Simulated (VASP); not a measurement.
Crystal: CsLiCr2Te2S3.

```xyz
9
Lattice="3.3193 1.9164 6.8798 -3.3193 1.9164 6.8798 0.0000 -3.8328 6.8798" Properties=species:S:1:pos:R:3 pbc="T T T"
Cs    0.0000    0.0000    0.0000
Li    0.0000    0.0000   10.3197
Cr    0.0000    0.0000   16.4802
Cr    0.0000    0.0000    4.1593
Te    0.0000    0.0000   14.0328
Te    0.0000    0.0000    6.6067
S    -2.4147    0.0000   10.3197
S     1.2074   -2.0912   10.3197
S     1.2074    2.0912   10.3197
```

The cell was built by a generator and needn't be a form met in nature.

* Program: VASP 6.6.1
* Task: relaxation of cell and atoms
* Functional: PBE
* Dispersion: D4
* Potentials or basis: VASP PAW PBE potentials, release 64 (Cs_sv, Li_sv, Cr_pv, Te, S)
* Cutoff: 600 eV
* k mesh: 5 × 5 × 5
* Occupations: fermi-dirac, width 0.05 eV
* Spin: collinear spin, ferromagnetic start
* Starting moments: [0.0, 0.0, 3.0, 3.0, 0.0, 0.0, 0.0, 0.0, 0.0] μB

At the start: pressure -1.6 GPa; volume 29.18 Å³/atom.

Question: Where does the relaxation end?

Answer: Over 10 steps the energy falls by 4.9 meV/atom and the volume is 28.39 Å³/atom (-2.7 %); space group R32 (No. 155, to 0.05 Å); moment 4.00 μB per cell.

The path:
```tsv
step	energy change (eV)	largest force (eV/Å)	pressure (GPa)	volume (Å³)
1	0.0000	0.0152	-1.56	262.58
2	-0.0116	0.0800	2.63	251.90
3	-0.0409	0.1351	-0.20	256.02
4	-0.0411	0.1304	-0.09	255.72
5	-0.0412	0.1256	0.03	255.50
6	-0.0429	0.0792	0.15	255.16
7	-0.0429	0.0887	0.18	255.13
8	-0.0434	0.0738	-0.31	256.01
9	-0.0437	0.0800	-0.14	255.67
10	-0.0445	0.0062	-0.03	255.51
```

Final structure:
```
Cs Li Cr Te S
1.0
     3.28562    1.89695    6.83261
    -3.28562    1.89695    6.83261
     0.00000   -3.79391    6.83261
Cs Li Cr Te S
1 1 2 2 3
Direct
  0.00000 0.00000 0.00000
  0.50000 0.50000 0.50000
  0.79823 0.79823 0.79823
  0.20177 0.20177 0.20177
  0.67948 0.67948 0.67948
  0.32052 0.32052 0.32052
  0.13818 0.86182 0.50000
  0.50000 0.13818 0.86182
  0.86182 0.50000 0.13818
```

Caveat: the cutoff is under 1.25 times the usual one of these potentials, so pressure, stress and relaxed cells hold a basis-set (Pulay) error; only a ferromagnetic start was run, and an antiferromagnetic order may lie lower in energy; pairwise dispersion overbinds metals, which lowers pressure and volume.
